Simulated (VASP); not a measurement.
Here is the system:

```xyz
2
Lattice="1.7917 -3.1033 0.0000 1.7917 3.1033 0.0000 0.0000 0.0000 5.6390" Properties=species:S:1:pos:R:3 pbc="T T T"
Tl     1.7917     1.0344     1.4097
Tl     1.7917    -1.0344     4.2292
```

These are PBE GGA, VASP's PBE PAW potentials (set 64) (plane waves; VASP 6.6.1) values and carry that method's errors. Numerical set-up: 400 eV cut-off, 13×13×7 Γ-centred mesh, tetrahedra with Blöchl corrections, potentials Tl_d.

### Question
The job: Tl (hcp), 2 atoms, PBE, static run, 400 eV, 13×13×7 Γ-centred mesh. Roughly how much core time does it take on a busy server core?

### Answer
About 60 core-seconds (one run on a shared machine, a rough figure). It had 84 irreducible k-points, 17 bands, up to 1154 plane waves and 12 electronic steps.

The compound is Tl in the hcp structure. It was relaxed first, which changed the volume by +10 %.
